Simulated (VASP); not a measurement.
Data:

```
CELL_PARAMETERS angstrom
      1.77570    -6.79984     0.00000
      1.77570     6.79984     0.00000
      0.00000     0.00000     3.58656
ATOMIC_POSITIONS crystal
  Ti 0.89688 0.10312 0.75000
  Ti 0.10312 0.89688 0.25000
  Si 0.55825 0.44175 0.75000
  Si 0.44175 0.55825 0.25000
  Si 0.24969 0.75031 0.75000
  Si 0.75031 0.24969 0.25000
```

Method: PBE GGA, VASP's PBE PAW potentials (set 64) (plane waves; VASP). Run with 300 eV cut-off, 7×7×7 Γ-centred mesh, Gaussian smearing of 0.20 eV, potentials Ti_sv Si.

### Question
Give the energies of bands 11 to 23 at the high-symmetry points, in eV from the Fermi level.

### Answer

```csv
band,Γ,Y,C0,Z,A0,T,S,R
11,-8.44,-6.49,-9.20,-8.37,-7.65,-9.20,-9.40,-7.57
12,-3.36,-5.37,-6.13,-8.37,-7.65,-9.20,-6.43,-7.57
13,-3.04,-3.12,-5.44,-5.44,-6.17,-3.55,-4.89,-6.22
14,-2.87,-3.00,-3.77,-5.44,-6.17,-3.55,-4.55,-6.22
15,-2.58,-2.90,-3.22,-2.25,-3.85,-3.29,-3.23,-4.01
16,-2.49,-2.60,-3.22,-2.25,-3.85,-3.29,-2.43,-4.01
17,-2.10,-2.46,-1.70,-1.58,-3.33,-2.00,-1.63,-3.19
18,-2.07,-1.94,-1.10,-1.58,-3.33,-2.00,-1.45,-3.19
19,-2.06,-1.15,-0.75,-0.04,-2.32,-0.85,-0.64,-2.40
20,0.47,0.39,-0.70,-0.04,-2.32,-0.85,-0.56,-2.40
21,0.64,0.64,-0.22,0.82,1.76,0.45,-0.52,1.72
22,0.81,0.74,1.10,0.82,1.76,0.45,1.11,1.72
23,0.88,0.90,1.40,1.46,1.84,1.64,1.43,1.84
```

It has no gap at this level: it comes out as a metal or semimetal.

The structure comes from a computed database's TiSi2 entry; how it stands against other phases isn't given here. The cell was not relaxed at this level.
